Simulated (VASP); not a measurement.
```
Li2S
1.0
    0.00000     2.88376     2.88376
    2.88376     0.00000     2.88376
    2.88376     2.88376     0.00000
Li S
2 1
Cartesian
  1.44188   1.44188   1.44188
  4.32565   4.32565   4.32565
  0.00000   0.00000   0.00000
```

These are PBEsol GGA, VASP's PBE PAW potentials (set 64) (plane waves; VASP) values and carry that method's errors. Run with 600 eV cut-off, 6×6×6 Γ-centred mesh, Gaussian smearing of 0.050 eV, potentials Li_sv S.

Q: Give the stress tensor in GPa (positive for a compressed cell).

A: 
```
-2.26   0.00   0.00
 0.00  -2.26   0.00
 0.00   0.00  -2.26
```
The pressure is its mean diagonal, -2.26 GPa.

The compound is Li2S in the antifluorite structure. This cell was strained or had an atom moved on purpose.
